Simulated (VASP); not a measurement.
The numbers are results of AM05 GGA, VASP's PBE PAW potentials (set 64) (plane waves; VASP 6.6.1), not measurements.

Input for VASP

### KPOINTS
```
Automatic mesh
0
Gamma
9 9 9
0 0 0
```

**POSCAR**
```
Sr
1
    0.0000000000     2.9856483908     2.9856483908
    2.9856483908     0.0000000000     2.9856483908
    2.9856483908     2.9856483908     0.0000000000
Sr
1
Direct
  0.0000000000   0.0000000000   0.0000000000
```

INCAR:
```
! general
SYSTEM  = Sr
PREC    = Accurate
ENCUT   = 520
LREAL   = F
LASPH   = T

! electronic loop
EDIFF   = 1E-7
NELM    = 100   ! most electronic steps
ALGO    = Normal   ! blocked Davidson
LMAXMIX = 4   ! l cut-off of mixed one-centre charges

! smearing
ISMEAR  = -5   ! tetrahedra, Bloechl

! functional
GGA     = AM

! ions
ISIF    = 2

! output
LWAVE   = F
LCHARG  = T
LORBIT  = 11
NEDOS   = 601   ! DOS grid
```

POTCAR, in this order: Sr_sv (PBE.64 set). Program: vasp_std.

The run wrote:

OSZICAR:
```
       N       E                     dE             d eps       ncg     rms          rms(c)
DAV:   1     0.357927893598E+02    0.35793E+02   -0.49353E+03   630   0.965E+02
DAV:   2    -0.788576581198E-01   -0.35872E+02   -0.35575E+02   704   0.164E+02
DAV:   3    -0.162550720195E+01   -0.15466E+01   -0.15431E+01   904   0.275E+01
DAV:   4    -0.168933884656E+01   -0.63832E-01   -0.63779E-01   888   0.526E+00
DAV:   5    -0.169192980069E+01   -0.25910E-02   -0.25895E-02   990   0.631E-01    0.122E+01
DAV:   6    -0.168733417101E+01    0.45956E-02   -0.76526E-03   739   0.119E+00    0.681E+00
DAV:   7    -0.168423125120E+01    0.31029E-02   -0.14065E-02   721   0.152E+00    0.297E-01
DAV:   8    -0.168421749112E+01    0.13760E-04   -0.19388E-03   983   0.259E-01    0.133E-01
DAV:   9    -0.168423475142E+01   -0.17260E-04   -0.20210E-05   955   0.507E-02    0.384E-02
DAV:  10    -0.168424667961E+01   -0.11928E-04   -0.10469E-05   794   0.409E-02    0.250E-02
DAV:  11    -0.168424621524E+01    0.46436E-06   -0.43845E-07   918   0.650E-03    0.607E-03
DAV:  12    -0.168424595286E+01    0.26239E-06   -0.85572E-08   522   0.304E-03    0.246E-03
DAV:  13    -0.168424600872E+01   -0.55867E-07   -0.10268E-08   379   0.910E-04
   1 F= -.16842460E+01 E0= -.16842460E+01  d E =0.000000E+00
```

OUTCAR:
```
------------------------ aborting loop because EDIFF is reached ----------------------------------------
  FORCE on cell =-STRESS in cart. coord.  units (eV):
  Direction    XX          YY          ZZ          XY          YZ          ZX
  --------------------------------------------------------------------------------------
  Total       -0.0061661     -0.0061661     -0.0061661     -0.0000000     -0.0000000      0.0000000
  in kB       -0.1855975     -0.1855975     -0.1855975     -0.0000000     -0.0000000      0.0000000
  external PRESSURE =      -0.1855975 kB  Pullay stress =       0.0000000 kB
  volume of cell :       53.23
      direct lattice vectors                 reciprocal lattice vectors
     0.000000000  2.985648391  2.985648391    -0.167467811  0.167467811  0.167467811
     2.985648391  0.000000000  2.985648391     0.167467811 -0.167467811  0.167467811
     2.985648391  2.985648391  0.000000000     0.167467811  0.167467811 -0.167467811
 POSITION                                       TOTAL-FORCE (eV/Angst)
 -----------------------------------------------------------------------------------
      0.00000      0.00000      0.00000         0.000000     -0.000000      0.000000
 -----------------------------------------------------------------------------------
    total drift:                                0.000000      0.000000      0.000000
  FREE ENERGIE OF THE ION-ELECTRON SYSTEM (eV)
  ---------------------------------------------------
  free  energy   TOTEN  =        -1.6842460087 eV

  energy  without entropy=       -1.6842460087  energy(sigma->0) =       -1.68424601

 total charge

# of ion       s       p       d       tot
------------------------------------------
    1        2.064   5.682   0.139   7.885
```
(Selected blocks of OUTCAR.)

The compound is Sr in the fcc structure. It was relaxed first, which changed the volume by -5 %.
